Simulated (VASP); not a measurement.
The system is Bi2Se3 (Paraguanajuatite).

```xyz
5
Lattice="2.0715 1.1960 9.5453 -2.0715 1.1960 9.5453 0.0000 -2.3920 9.5453" Properties=species:S:1:pos:R:3 pbc="T T T"
Bi    0.0000    0.0000   11.4773
Bi    0.0000    0.0000   17.1587
Se    0.0000    0.0000    0.0000
Se    0.0000    0.0000    6.0622
Se    0.0000    0.0000   22.5738
```

```yaml
Program: VASP 6.6.1
Task: relaxation of cell and atoms
Functional: PBE
Potentials_or_basis: VASP PAW PBE potentials, release 64 (Bi_d, Se)
Cutoff: 600 eV
k_mesh: 8 × 8 × 8
Occupations: gaussian, width 0.03 eV
Spin: no spin polarisation
```

At the start: pressure 2.6 GPa; volume 28.38 Å³/atom.

**Question.** Where does the relaxation end?

**Answer.** Over 24 steps the energy falls by 15.8 meV/atom and the volume is 31.37 Å³/atom (+10.5 %); space group R-3m (No. 166, to 0.05 Å).

Step by step:
| step | energy change (eV) | largest force (eV/Å) | pressure (GPa) | volume (Å³) |
| --- | --- | --- | --- | --- |
| 1 | 0.0000 | 0.1713 | 2.59 | 141.89 |
| 2 | -0.0244 | 0.3961 | -1.48 | 151.54 |
| 3 | -0.0453 | 0.1773 | 0.06 | 147.50 |
| 4 | -0.0479 | 0.1439 | 0.03 | 147.87 |
| 5 | -0.0520 | 0.1492 | -0.03 | 149.00 |
| 6 | -0.0548 | 0.1258 | 0.00 | 149.16 |
| 7 | -0.0617 | 0.0623 | 0.08 | 149.66 |
| 8 | -0.0690 | 0.0696 | 0.26 | 150.64 |
| 9 | -0.0696 | 0.1191 | 0.35 | 151.00 |
| 10 | -0.0716 | 0.1205 | 0.18 | 151.83 |
| 11 | -0.0741 | 0.1244 | -0.21 | 153.93 |
| 12 | -0.0765 | 0.0593 | -0.08 | 154.26 |
| 13 | -0.0776 | 0.0225 | 0.06 | 154.61 |
| 14 | -0.0776 | 0.0360 | 0.09 | 154.67 |
| 15 | -0.0779 | 0.0449 | 0.01 | 155.16 |
| 16 | -0.0779 | 0.0513 | -0.04 | 155.50 |
| 17 | -0.0782 | 0.0340 | -0.04 | 155.62 |
| 18 | -0.0786 | 0.0353 | -0.05 | 155.99 |
| 19 | -0.0787 | 0.0130 | 0.06 | 155.85 |
| 20 | -0.0787 | 0.0139 | 0.07 | 155.86 |
| 21 | -0.0789 | 0.0047 | 0.07 | 156.13 |
| 22 | -0.0790 | 0.0122 | 0.07 | 156.54 |
| 23 | -0.0790 | 0.0182 | -0.11 | 157.22 |
| 24 | -0.0791 | 0.0039 | -0.02 | 156.84 |

Final structure:
```xyz
5
Lattice="2.0969 1.2107 10.2964 -2.0969 1.2107 10.2964 0.0000 -2.4213 10.2964" Properties=species:S:1:pos:R:3 pbc="T T T"
Bi    0.0000    0.0000   12.2449
Bi    0.0000    0.0000   18.6444
Se    0.0000    0.0000    0.0000
Se    0.0000    0.0000    6.7855
Se    0.0000    0.0000   24.1038
```

Caveat: the volume moved by +11 % from the deposited cell, more than functionals usually miss.
